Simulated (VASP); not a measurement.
# TiGe2As2 (P6/mmm) in VASP: single point with PBE

Aim: the single point of TiGe2As2 with PBE.

Everything below comes from runs of VASP 6.6.1. Logs are shortened: lines on timing, memory, paths and dates and some standing lists are left out, and cuts for length are marked.

### Step 1. Starting point

Symmetry: P6/mmm, No. 191, hexagonal system. The conventional cell has a = 4.648 Å, b = 4.648 Å, c = 7.535 Å, α = 90.00°, β = 90.00°, γ = 120.00°. Ti (site symmetry 6/mmm) has 2 Ge at 2.51 Å as nearest neighbours. Ge (site symmetry 6mm) has 1 Ti at 2.51 Å and 1 Ge at 2.52 Å as nearest neighbours. As (site symmetry -6m2) is surrounded by 3 As at 2.68 Å and 6 Ge at 2.96 Å.

The cell was built by a generator and needn't be a form met in nature.

### Step 2. Single point, PBE

INCAR reads:

```
  PREC = Accurate
  ENCUT = 520
  EDIFF = 1E-7
  ISMEAR = 0
  SIGMA = 0.1
  LREAL = F
  LASPH = T
  NELM = 100
  ALGO = Fast
  ISIF = 2
  LWAVE = F
  LCHARG = F
  GGA = PE
  NBANDS = 33
```

KPOINTS reads:

```
regular mesh
0
Gamma
  9 9 6
```

POSCAR reads:

```
TiGe2As2
1.0
    4.6479908053      0.0000000000      0.0000000000
   -2.3239954026      4.0252781139      0.0000000000
    0.0000000000      0.0000000000      7.5353168424
Ti Ge As
1 2 2
Direct
    0.0000000000      0.0000000000      0.0000000000
    0.0000000000      0.0000000000      0.3327679221
    0.0000000000      0.0000000000      0.6672320779
    0.3333333333      0.6666666667      0.5000000000
    0.6666666667      0.3333333333      0.5000000000
```

Potentials or basis: VASP PAW PBE potentials, release 64 (Ti_sv, Ge_d, As).

Run with:

```bash
$ cat potpaw_PBE.64/Ti_sv/POTCAR potpaw_PBE.64/Ge_d/POTCAR potpaw_PBE.64/As/POTCAR > POTCAR
$ mpirun -np 1 vasp_std > vasp.out
```

OUTCAR:

```text
PREC = Accurate
   ENCUT = 520
   EDIFF = 1E-7
   ISMEAR = 0
   LREAL = F
   LASPH = T
   NELM = 100
   ISIF = 2
   GGA = PE

 ion  position               nearest neighbor table
   1  0.000  0.000  0.000-   2 2.51   3 2.51
   2  0.000  0.000  0.333-   1 2.51   3 2.52
   3  0.000  0.000  0.667-   1 2.51   2 2.52
   4  0.333  0.667  0.500-   5 2.68   5 2.68   5 2.68
   5  0.667  0.333  0.500-   4 2.68   4 2.68   4 2.68

  LATTYP: Found a hexagonal cell.
 ALAT       =     4.6479908053
 C/A-ratio  =     1.6211987411

  Lattice vectors:

 A1 = (   4.6479908053,   0.0000000000,   0.0000000000)
 A2 = (  -2.3239954026,   4.0252781139,   0.0000000000)
 A3 = (   0.0000000000,   0.0000000000,   7.5353168424)

Analysis of symmetry for initial positions (statically):
=====================================================================
 Subroutine PRICEL returns:
 Original cell was already a primitive cell.

 Routine SETGRP: Setting up the symmetry group for a
 hexagonal supercell.

 Subroutine GETGRP returns: Found 24 space group operations
 (whereof 24 operations were pure point group operations)
 out of a pool of 24 trial point group operations.

The static configuration has the point symmetry D_6h.

Analysis of symmetry for dynamics (positions and initial velocities):
=====================================================================
 Subroutine PRICEL returns:
 Original cell was already a primitive cell.

 Routine SETGRP: Setting up the symmetry group for a
 hexagonal supercell.

 Subroutine GETGRP returns: Found 24 space group operations
 (whereof 24 operations were pure point group operations)
 out of a pool of 24 trial point group operations.

The dynamic configuration has the point symmetry D_6h.

 Subroutine INISYM returns: Found 24 space group operations
 (whereof 24 operations are pure point group operations),
 and found     1 'primitive' translations

----------------------------------------------------------------------------------------

                                     Primitive cell

  volume of cell :     140.9817

  direct lattice vectors                    reciprocal lattice vectors
     4.647990805  0.000000000  0.000000000     0.215146725  0.124215020  0.000000000
[... 86 lines left out ...]
   ISPIN  =      1    spin polarized calculation?
   LNONCOLLINEAR =      F non collinear calculations
   LSORBIT =      F    spin-orbit coupling
   LASPH  =      T    aspherical Exc in radial PAW
   ENCUT  =  520.0 eV  38.22 Ry    6.18 a.u.   8.64  8.64 14.01*2*pi/ulx,y,z
   NELM   =    100;   NELMIN=  2; NELMDL= -5     # of ELM steps
   EDIFF  = 0.1E-06   stopping-criterion for ELM
   LREAL  =      F    real-space projection
   EDIFFG = 0.1E-05   stopping-criterion for IOM
   NSW    =      0    number of steps for IOM
   IBRION =     -1    ionic relax: 0-MD 1-quasi-New 2-CG
   NFREE  =      0    steps in history (QN), initial steepest desc. (CG)
   ISIF   =      2    stress and relaxation
   ISYM   =      2    0-nonsym 1-usesym 2-fastsym
   POTIM  = 0.5000    time-step for ionic-motion
   TEBEG  =    0.0;   TEEND  =   0.0 temperature during run
   PSTRESS=    0.0 pullay stress
   NELECT =      50.0000    total number of electrons
   NUPDOWN=      -1.0000    fix difference up-down
   EMIN   =  10.00;   EMAX   =-10.00  energy-range for DOS
   EFERMI =   0.00;   METHOD = LEGACY
   ISMEAR =     0;   SIGMA  =   0.10  broadening in eV -4-tet -1-fermi 0-gaus
   EFERMI_NEDOS =   21; number of points for ismear=-14 and -15
   IALGO  =     68    algorithm
   IMIX   =      4    mixing-type and parameters
     AMIX     =   0.40;   BMIX     =  1.00
     AMIX_MAG =   1.60;   BMIX_MAG =  1.00
  volume/ion in A,a.u.               =      28.20       190.28
  Fermi-wavevector in a.u.,A,eV,Ry     =   1.158806  2.189825 18.270319  1.342831
  Thomas-Fermi vector in A             =   2.295404
   LORBIT       =      0    0 simple, 1 ext, 2 COOP (PROOUT), +10 PAW based schemes
   GGA     = PE    functional components
   LHFCALC =     F    Hartree Fock is set to
   AEXX    =    0.0000 exact exchange contribution
   IVDW    =     0    specifies the selected vdW correction
   LEPSILON=     F    determine dielectric tensor
   LRPA    =     F    only Hartree local field effects (RPA)
 non-spin polarized calculation
 RMM-DIIS sequential band-by-band and
 Gauss-broadening in eV      SIGMA  =   0.10
  energy-cutoff  :      520.00
  volume of cell :      140.98
 maximum number of plane-waves:      3817
 NGX is ok and might be reduce to    36
   NGX = 17   NGY = 17   NGZ = 29

 number of electron      49.9999981 magnetization

 Free energy of the ion-electron system (eV)
  ---------------------------------------------------
  ext. energy  EPLUGINS =         0.00000000
  ---------------------------------------------------
  free energy    TOTEN  =       -21.05839934 eV

  energy without entropy =      -21.01077113  energy(sigma->0) =      -21.03458523

 E-fermi :   3.4136     XC(G=0):  -8.8424

 val. band max:        3.4105796198   @ k =   0.2222   0.1111   0.1667
 cond. band min:       3.4176557457   @ k =   0.3333   0.2222   0.1667
 fundamental gap:      0.0070761259
 Fermi energy:         3.4136133151

 k-point     1 :       0.0000    0.0000    0.0000
  band No.  band energies     occupation
      1     -54.2766      2.00000
      2     -30.7146      2.00000
      3     -30.7146      2.00000
      4     -30.2250      2.00000
      5     -21.3515      2.00000
      6     -21.3134      2.00000
[... 853 lines left out ...]
     32       6.1202      0.00000
     33       7.5390      0.00000

 [... further k-points ...]
[... 5 lines left out ...]
  --------------------------------------------------------------------------------------
  -------------------------------------------------------------------------------------
  Total        0.0231581      0.0231581      0.0956828      0.0000000     -0.0000000      0.0000000
  in kB        0.2631789      0.2631789      1.0873814      0.0000000     -0.0000000      0.0000000
  external PRESSURE =       0.5379130 kB  Pullay stress =       0.0000000 kB

 VOLUME and BASIS-vectors are now :
 -----------------------------------------------------------------------------
  energy-cutoff  :      520.00
  volume of cell :      140.98
      direct lattice vectors                 reciprocal lattice vectors
     4.647990805  0.000000000  0.000000000     0.215146725  0.124215020  0.000000000
    -2.323995403  4.025278114  0.000000000     0.000000000  0.248430039  0.000000000
     0.000000000  0.000000000  7.535316842     0.000000000  0.000000000  0.132708421

 POSITION                                       TOTAL-FORCE (eV/Angst)
 -----------------------------------------------------------------------------------
      0.00000      0.00000      0.00000         0.000000     -0.000000      0.000000
      0.00000      0.00000      2.50751         0.000000     -0.000000      0.008004
      0.00000      0.00000      5.02781        -0.000000      0.000000     -0.008004
     -0.00000      2.68352      3.76766         0.000000     -0.000000     -0.000000
      2.32400      1.34176      3.76766        -0.000000     -0.000000      0.000000
 -----------------------------------------------------------------------------------
    total drift:                               -0.000000     -0.000000      0.000000

  FREE ENERGIE OF THE ION-ELECTRON SYSTEM (eV)
  ---------------------------------------------------
  free  energy   TOTEN  =       -21.0583993369 eV

  energy  without entropy=      -21.0107711274  energy(sigma->0) =      -21.03458523
```

OSZICAR:

```text
N       E                     dE             d eps       ncg     rms          rms(c)
DAV:   1     0.495564264437E+03    0.49556E+03   -0.23952E+04  3698   0.269E+03
DAV:   2     0.591877204487E+02   -0.43638E+03   -0.42173E+03  3176   0.717E+02
DAV:   3    -0.188693859855E+02   -0.78057E+02   -0.75419E+02  4340   0.188E+02
[... 49 lines left out ...]
RMM:  53    -0.210583988099E+02   -0.20590E-06   -0.21317E-06  3404   0.416E-03    0.391E-03
RMM:  54    -0.210583989979E+02   -0.18792E-06   -0.17298E-06  3224   0.369E-03    0.170E-03
RMM:  55    -0.210583991545E+02   -0.15664E-06   -0.12844E-06  2920   0.306E-03    0.751E-04
RMM:  56    -0.210583992563E+02   -0.10179E-06   -0.99462E-07  2825   0.258E-03    0.596E-04
RMM:  57    -0.210583993369E+02   -0.80642E-07   -0.80630E-07  2665   0.260E-03
   1 F= -.21058399E+02 E0= -.21034585E+02  d E =-.476282E-01
```

stdout:

```text
POSCAR found type information on POSCAR TiGeAs
 POSCAR found :  3 types and       5 ions
[... 36 lines left out ...]
 num prob  num prob  num prob  num prob  num prob  num prob  num prob  num prob  num prob  num prob  num prob WARNING in EDDRMM: call to ZHEGV failed, returncode =   6  3     31
 num prob  num prob  num prob  num prob  num prob  num prob  num prob  num prob  num prob  num prob  num prob  num prob  num prob  num prob  num prob  num prob  num prob  num prob  num prob  num prob  num prob  num prob  num prob  num prob  num prob RMM:  43    -0.210584055787E+02   -0.21532E-05   -0.19312E-05  3213   0.724E-03    0.654E-02
 num prob  num prob  num prob  num prob  num prob  num prob  num prob  num prob  num prob  num prob  num prob  num prob  num prob  num prob  num prob  num prob  num prob  num prob  num prob  num prob  num prob  num prob  num prob  num prob  num prob  num prob  num prob  num p
```

It took 27 min on 1 thread of Intel Xeon Platinum 8175M at 2.50GHz (Skylake/Cascade Lake), shared host; peak memory 0.41 GiB.

What came out:

- Free energy: -21.0584 eV
- Pressure: 0.1 GPa
- Largest force: 0.008 eV/Å
- Band gap on the k mesh: none (metal or under the smearing width)

Forces in eV/Å, atoms in the order of the input:
```
Ti   0.000  0.000  0.000
Ge   0.000  0.000  0.008
Ge   0.000  0.000 -0.008
As   0.000  0.000  0.000
As   0.000  0.000  0.000
```

Stress tensor (GPa, compression positive):
```
0.03 0.00 0.00
0.00 0.03 0.00
0.00 0.00 0.11
```
